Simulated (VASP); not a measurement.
Consider the following.

```xyz
72
Lattice="9.3146 0.0000 0.0000 0.0000 9.3146 0.0000 0.0000 0.0000 8.9085" Properties=species:S:1:pos:R:3 pbc="T T T"
Ti     0.0000     9.3146     8.9085
Ti     2.3287     2.3287     1.4847
Ti     0.0000     9.3146     2.9695
Ti     2.3287     2.3287     4.4542
Ti     0.0000     9.3146     5.9390
Ti     2.3287     2.3287     7.4237
Ti     0.0000     4.6573     0.0000
Ti     2.3287     6.9860     1.4847
Ti     0.0000     4.6573     2.9695
Ti     2.3287     6.9860     4.4542
Ti     0.0000     4.6573     5.9390
Ti     2.3287     6.9860     7.4237
Ti     4.6573     9.3146     8.9085
Ti     6.9860     2.3287     1.4847
Ti     4.6573     9.3146     2.9695
Ti     6.9860     2.3287     4.4542
Ti     4.6573     9.3146     5.9390
Ti     6.9860     2.3287     7.4237
Ti     4.6573     4.6573     8.9085
Ti     6.9860     6.9860     1.4847
Ti     4.6573     4.6573     2.9695
Ti     6.9860     6.9860     4.4542
Ti     4.6573     4.6573     5.9390
Ti     6.9860     6.9860     7.4237
O      1.4192     1.4192     0.0000
O      3.7479     0.9094     1.4847
O      0.9094     3.7479     1.4847
O      3.2381     3.2381     8.9085
O      1.4192     1.4192     2.9695
O      3.7479     0.9094     4.4542
O      0.9094     3.7479     4.4542
O      3.2381     3.2381     2.9695
O      1.4192     1.4192     5.9390
O      3.7479     0.9094     7.4237
O      0.9094     3.7479     7.4237
O      3.2381     3.2381     5.9390
O      1.4192     6.0766     0.0000
O      3.7479     5.5667     1.4847
O      0.9094     8.4052     1.4847
O      3.2381     7.8954     8.9085
O      1.4192     6.0766     2.9695
O      3.7479     5.5667     4.4542
O      0.9094     8.4052     4.4542
O      3.2381     7.8954     2.9695
O      1.4192     6.0766     5.9390
O      3.7479     5.5667     7.4237
O      0.9094     8.4052     7.4237
O      3.2381     7.8954     5.9390
O      6.0766     1.4192     8.9085
O      8.4052     0.9094     1.4847
O      5.5667     3.7479     1.4847
O      7.8954     3.2381     8.9085
O      6.0766     1.4192     2.9695
O      8.4052     0.9094     4.4542
O      5.5667     3.7479     4.4542
O      7.8954     3.2381     2.9695
O      6.0766     1.4192     5.9390
O      8.4052     0.9094     7.4237
O      5.5667     3.7479     7.4237
O      7.8954     3.2381     5.9390
O      6.0766     6.0766     8.9085
O      8.4052     5.5667     1.4847
O      5.5667     8.4052     1.4847
O      7.8954     7.8954     0.0000
O      6.0766     6.0766     2.9695
O      8.4052     5.5667     4.4542
O      5.5667     8.4052     4.4542
O      7.8954     7.8954     2.9695
O      6.0766     6.0766     5.9390
O      8.4052     5.5667     7.4237
O      5.5667     8.4052     7.4237
O      7.8954     7.8954     5.9390
```

Calculation: PBE GGA, VASP's PBE PAW potentials (set 64) (plane waves; VASP). Numerical set-up: PREC = Normal, LREAL = Auto, 400 eV cut-off, 1×1×1 Γ-centred mesh, Gaussian smearing of 0.050 eV, potentials Ti O.

At this cut-off the stress carries a Pulay error, which pulls relaxed volumes low. The supercell is sampled at Γ alone, which is coarse: total energies, pressure and levels can be off, energies of defects by several tenths of an eV.

Give the stress tensor in GPa (positive for a compressed cell).

```
-5.59   0.00   0.00
 0.00  -5.59   0.00
 0.00   0.00  -4.94
```
The pressure is its mean diagonal, -5.37 GPa.

The cell is a supercell, built from TiO2 (rutile).
